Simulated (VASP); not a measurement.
Consider the following.

```
CELL_PARAMETERS angstrom
      0.00000     2.96684     2.96684
      2.96684     0.00000     2.96684
      2.96684     2.96684     0.00000
ATOMIC_POSITIONS crystal
  Cd 0.00000 0.00000 0.00000
  S  0.25000 0.25000 0.25000
```

All values below come from PW91 GGA, VASP's PBE PAW potentials (set 64) (plane waves; VASP). Numerical set-up: 520 eV cut-off, 9×9×9 Γ-centred mesh, tetrahedra with Blöchl corrections, potentials Cd S.

**Question.** Tabulate the total density of states (states/eV per cell) against energy (eV; zero at the valence-band maximum or, without a gap, the Fermi level).

**Answer.** 
| E (eV) | DOS (states/eV) |
|---|---|
| -9.95 | 0.00 |
| -9.71 | 0.00 |
| -9.47 | 0.00 |
| -9.23 | 0.00 |
| -8.99 | 0.00 |
| -8.75 | 0.00 |
| -8.51 | 0.00 |
| -8.27 | 0.00 |
| -8.03 | 0.00 |
| -7.79 | 0.00 |
| -7.55 | 4.01 |
| -7.31 | 10.5 |
| -7.07 | 11.7 |
| -6.83 | 3.94 |
| -6.59 | 0.61 |
| -6.23 | 0.00 |
| -5.99 | 0.00 |
| -5.75 | 0.00 |
| -5.51 | 0.00 |
| -5.27 | 0.00 |
| -5.03 | 0.00 |
| -4.79 | 0.00 |
| -4.55 | 0.00 |
| -4.31 | 0.00 |
| -4.07 | 0.07 |
| -3.83 | 1.10 |
| -3.59 | 2.78 |
| -3.35 | 1.06 |
| -3.11 | 0.62 |
| -2.87 | 0.49 |
| -2.63 | 0.38 |
| -2.39 | 0.26 |
| -2.15 | 2.24 |
| -1.91 | 1.73 |
| -1.67 | 2.63 |
| -1.43 | 2.47 |
| -1.19 | 2.45 |
| -0.95 | 2.55 |
| -0.71 | 2.26 |
| -0.47 | 1.20 |
| -0.23 | 0.58 |
| 0.01 | 0.02 |
| 0.25 | 0.00 |
| 0.49 | 0.00 |
| 0.73 | 0.00 |
| 1.09 | 0.00 |
| 1.33 | 0.01 |
| 1.57 | 0.02 |
| 1.81 | 0.04 |
| 2.05 | 0.07 |
| 2.29 | 0.11 |
| 2.53 | 0.15 |
| 2.77 | 0.24 |
| 3.01 | 0.45 |
| 3.25 | 0.71 |
| 3.49 | 0.74 |
| 3.73 | 0.93 |
| 3.97 | 1.44 |
| 4.21 | 1.63 |
| 4.45 | 1.48 |
Within 2 eV below the valence-band maximum the largest weight inside VASP's projection spheres is S p.

The compound is CdS in the zinc blende structure, a metastable form; wurtzite is the usual one. It was relaxed first, which changed the volume by +6 %.
